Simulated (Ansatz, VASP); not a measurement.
# TiTeSe: VASP beside Ansatz, part 2 of 2

Wanted: the spread between two codes on one cell, functional and k mesh. Of the first pair: The structure shown is the start of the Ansatz relaxation below; VASP solves that cell, so the two are compared at the walk's first step.

VASP 6.6.1 and Ansatz 0.2.0.

So far. Step 4 (Differences): The forces differ by 22 meV/Å r.m.s., which is 1.9 % of the r.m.s. force of 1.188 eV/Å (both taken over all components). With vacuum in the cell, a pressure given here is an average over mostly empty space and none of the material.

### Step 6. VASP: single point, LDA, start cell, pair 2

Level of this step: LDA, no spin polarisation; plane waves and PAW (Ti_sv, Se, Te) (VASP).

The same cell, functional (in two slightly different forms), mesh and smearing now go to VASP, with its own data sets.

Input file INCAR:

```
SYSTEM = TiTeSe
PREC = Accurate
ENCUT = 400
EDIFF = 1E-06
NELM = 120
ISMEAR = 0
SIGMA = 0.1
LREAL = .FALSE.
ALGO = Normal
GGA = CA
NBANDS = 18
LASPH = .TRUE.
LORBIT = 11
LWAVE = .FALSE.
LCHARG = .FALSE.
ISIF = 2
LDIPOL = .TRUE.
IDIPOL = 3
DIPOL = 0.5 0.5 0.332
LVHAR = .TRUE.
GGA_COMPAT = .FALSE.
NELMDL = -8
KPAR = 2
```

Input file POSCAR:

```
TiTeSe
1.0
    3.5609280000      0.0000000000      0.0000000000
   -1.7804640000      3.0838540000      0.0000000000
    0.0000000000      0.0000000000     30.0000000000
Ti Se Te
1 1 1
Direct
    0.0000000000      0.0000000000      0.3370345333
    0.3333333874      0.6666667748      0.3834536667
    0.6666666126      0.3333332252      0.2761784667
```

Input file KPOINTS:

```
Automatic mesh
0
Gamma
15 15 1
0 0 0
```

The projector-augmented-wave data sets are Ti_sv, Se and Te (LDA family, release 64).

The run is started by

```sh
$ mpirun -np 2 vasp_std
```

Numbers of over 12 decimals in the logs are rounded to 6 here.

Log:

```text
[... set-up lines as in an earlier step ...]
 entering main loop
       N       E                     dE             d eps       ncg     rms          rms(c)
DAV:   1     0.149949407132E+03    0.14995E+03   -0.94314E+03  1188   0.813E+02
DAV:   2    -0.675239420416E+00   -0.15062E+03   -0.14694E+03  1338   0.222E+02
DAV:   3    -0.205176270821E+02   -0.19842E+02   -0.19686E+02  1756   0.730E+01
DAV:   4    -0.214479067336E+02   -0.93028E+00   -0.92537E+00  1336   0.157E+01
[...]
DAV:  26    -0.191560402028E+02   -0.44884E-05   -0.12319E-07   854   0.163E-03    0.362E-04
DAV:  27    -0.191560426473E+02   -0.24445E-05   -0.68833E-08   770   0.129E-03    0.654E-04
DAV:  28    -0.191560435295E+02   -0.88215E-06   -0.12512E-08   628   0.774E-04
   1 F= -.19156044E+02 E0= -.19153453E+02  d E =-.518068E-02
```

From OUTCAR (step 6):

```text
  Total       -0.2255356     -0.2255356      0.2789565     -0.0000000      0.0000000     -0.0000000
  in kB       -1.0968504     -1.0968503      1.3566533     -0.0000000      0.0000000     -0.0000000
  external PRESSURE =      -0.2790158 kB  Pullay stress =       0.0000000 kB

 POSITION                                       TOTAL-FORCE (eV/Angst)
 -----------------------------------------------------------------------------------
      0.00000      0.00000     10.11104         0.000000      0.000000     -0.004019
      0.00000      2.05590     11.50361        -0.000000     -0.000000      0.114628
      1.78046      1.02795      8.28535         0.000000      0.000000     -0.110610
 -----------------------------------------------------------------------------------
    total drift:                               -0.000000     -0.000017      0.000375

  FREE ENERGIE OF THE ION-ELECTRON SYSTEM (eV)
  ---------------------------------------------------
  free  energy   TOTEN  =       -19.1560435295 eV

  energy  without entropy=      -19.1508628516  energy(sigma->0) =      -19.15345319

[... 3 further parts left out ...]
[key lines of the parts left out:]
E-fermi :  -2.6842
```

The run ends at a pressure of -0.03 GPa, with forces up to 0.11 eV/Å.

### Step 7. Side by side

What differs besides the data sets and the points named for the pairs above, as far as they apply: the data sets hold 44 valence electrons in Ansatz (on its default PAW (the set named soft_2) files) and 24 in VASP; the cutoff is 420 eV in Ansatz and 400 eV in VASP. Total energies have different zeros and are not compared.

Forces (eV/Å; atoms numbered as in POSCAR):

```tsv
atom	Ansatz x, y, z	VASP x, y, z
Ti1	0.000, 0.000, 0.000	0.000, 0.000, -0.004
Se2	0.000, 0.000, 0.071	0.000, 0.000, 0.115
Te3	0.000, 0.000, -0.072	0.000, 0.000, -0.111
```

The forces differ by 19 meV/Å r.m.s., which is 36.5 % of the r.m.s. force of 0.053 eV/Å (both taken over all components). With vacuum in the cell, a pressure given here is an average over mostly empty space and none of the material.

### Step 8. Ansatz: relaxation, LDA

This run makes the geometry at which the two programs are then compared.

The structure compared here is the end of the Ansatz relaxation.

Input file input.yaml:

```yaml
crystal:
  lattice:
    - [3.5340502464, 0.0, 0.0]
    - [-1.7670251232, 3.0605772916, 0.0]
    - [0.0, 0.0, 30.0]
  atoms:
    - { symbol: Ti, position: [0.0, 0.0, 0.3369720092] }
    - { symbol: Se, position: [0.3333333333, 0.6666666667, 0.384166431] }
    - { symbol: Te, position: [0.6666666667, 0.3333333333, 0.2755282264] }
  periodic: [true, true, false]
kpoints:
  mp_grid: { grid: [18, 18, 1] }
hamiltonian:
  xc: lda
scf:
  occupations: { method: methfessel_paxton, width: 0.15 }
output:
  forces: true
  stress: true
  eigenvalues: true
  write_density: true
  write_potential: true
  elf: true
  volumetric_format: npy
relax:
  adjacent_minimum: "off"
  f_tol: 0.001
  max_steps: 60
  cell: { stress_2d_tol: 0.002 }
```

The run is started by

```sh
$ ansatz run input.yaml --threads 8 --pin off --max-ram 14336MiB --backend cpu --events-out ev --progress --plain --runs-dir out
```

Log:

```text
[...]
Crystal: 3 atoms, lattice volume = 324.487 Å³
Basis set: ecut = 420 eV, 6299 PW (Γ)
Bands: 27, of which v1, the nominal top of the filled ones, is band 22 counted from 1 (21 counted from 0)
Symmetry: 6 space group operations
[...]
k-points: 37 of 324 (time reversal used)
[...]
--- Relaxed structure (4 steps of the walk, 4 accepted, 1 SCFs on fresh bases) ---
[...]
cell:  # Å, volume = 324.6338 Å³
    - [3.534849, 0.0, 0]
    - [-1.767425, 3.061269, 0]
    - [0, 0, 30.0]
  atoms:
    - { symbol: Ti, position: [0, 0, 0.336966] }
    - { symbol: Se, position: [0.333333, 0.666667, 0.384153] }
    - { symbol: Te, position: [0.666667, 0.333333, 0.275548] }
[key lines of the parts left out:]
SCF converged after 8 iterations
Free energy (F): -14663.416846 eV
Fermi energy:    -5.060358 eV
P = ½ c Tr σ = 0.0007 N/m
```

### Step 9. VASP: single point, LDA, relaxed cell, pair 3

The same cell, functional (in two slightly different forms), mesh and smearing now go to VASP, with its own data sets.

INCAR: that of step 6 with these lines changed.

```diff
@@ -5,4 +5,4 @@
 NELM = 120
-ISMEAR = 0
-SIGMA = 0.1
+ISMEAR = 1
+SIGMA = 0.15
 LREAL = .FALSE.
```

Input file POSCAR:

```
TiTeSe
1.0
    3.5348494999      0.0000000000      0.0000000000
   -1.7674247499      3.0612694655      0.0000000000
    0.0000000000      0.0000000000     30.0000000000
Ti Se Te
1 1 1
Direct
    0.0000000000      0.0000000000      0.3369655942
    0.3333333333      0.6666666667      0.3841531630
    0.6666666667      0.3333333333      0.2755479094
```

Input file KPOINTS:

```
Automatic mesh
0
Gamma
18 18 1
0 0 0
```

The run is started by

```sh
$ mpirun -np 2 vasp_std
```

Log:

```text
[... set-up lines as in an earlier step ...]
 entering main loop
       N       E                     dE             d eps       ncg     rms          rms(c)
DAV:   1     0.148499275053E+03    0.14850E+03   -0.95021E+03  1628   0.818E+02
DAV:   2    -0.843594156930E+00   -0.14934E+03   -0.14720E+03  1812   0.222E+02
DAV:   3    -0.204497649919E+02   -0.19606E+02   -0.19469E+02  2372   0.732E+01
DAV:   4    -0.213937897498E+02   -0.94402E+00   -0.94031E+00  1838   0.157E+01
[...]
DAV:  27    -0.191550094241E+02   -0.33252E-05   -0.10964E-07  1076   0.166E-03    0.743E-04
DAV:  28    -0.191550104853E+02   -0.10612E-05   -0.19555E-08  1002   0.879E-04    0.426E-04
DAV:  29    -0.191550113580E+02   -0.87269E-06   -0.24072E-08   988   0.839E-04
   1 F= -.19155011E+02 E0= -.19155127E+02  d E =0.347259E-03
```

OUTCAR, selected parts (step 9):

```text
  Total        0.0203948      0.0203948      0.0499657      0.0000000      0.0000000      0.0000000
  in kB        0.1006552      0.1006552      0.2465975      0.0000000      0.0000000      0.0000000
  external PRESSURE =       0.1493027 kB  Pullay stress =       0.0000000 kB

 POSITION                                       TOTAL-FORCE (eV/Angst)
 -----------------------------------------------------------------------------------
      0.00000      0.00000     10.10897        -0.000000      0.000000     -0.004318
     -0.00000      2.04085     11.52459        -0.000000      0.000000      0.043245
      1.76742      1.02042      8.26644         0.000000     -0.000000     -0.038926
 -----------------------------------------------------------------------------------
    total drift:                               -0.000000      0.000000     -0.000130

  FREE ENERGIE OF THE ION-ELECTRON SYSTEM (eV)
  ---------------------------------------------------
  free  energy   TOTEN  =       -19.1550113580 eV

  energy  without entropy=      -19.1553586175  energy(sigma->0) =      -19.15512711

[... 3 further parts left out ...]
[key lines of the parts left out:]
E-fermi :  -2.6190
```

The run ends at a pressure of 0.01 GPa, with forces up to 0.043 eV/Å.

### Step 10. Side by side

What differs besides the data sets and the points named for the pairs above, as far as they apply: the data sets hold 44 valence electrons in Ansatz (on its default PAW (the set named soft_2) files) and 24 in VASP. Total energies have different zeros and are not compared.

At this near-relaxed geometry the largest component of a force difference is 43 meV/Å. With vacuum in the cell, a pressure given here is an average over mostly empty space and none of the material.

### Step 11. What came out

| Quantity | Value |
| --- | --- |
| r.m.s. force difference (single point, LDA, start cell, pair 1) | 1.9 % of the r.m.s. force |
| r.m.s. force difference (single point, LDA, start cell, pair 2) | 19 meV/Å |
| r.m.s. force difference (single point, LDA, relaxed cell, pair 3) | 20 meV/Å |

What this shows: The r.m.s. force difference is 20 meV/Å (single point, LDA, relaxed cell, pair 3), beyond the 12 meV/Å picked in this series as the mark of a large difference. The data sets hold unlike numbers of valence electrons (44 in Ansatz and 24 in VASP), so part of the differences comes from the potentials. What causes the difference of the single point, LDA, start cell, pair 2 pair stays open here. What causes the difference of the single point, LDA, relaxed cell, pair 3 pair stays open here. 2 further runs of this series are not shown here. Such differences can come from data sets, numerical settings and the points named under the comparisons, not from the functional's error against experiment.

[Lines on the potential files, build, host, timing and source positions are cut from VASP's logs without a mark.]

[Logs are printed without paths, hosts, clocks, repeated set-up lines and the standing remarks that a program may print on its own settings, such as how far it seeks lower states.]

[Hosts, paths, dates, database ids (printed as entryN), source tags and the programs' standing remarks are cut or masked in the printed files.]
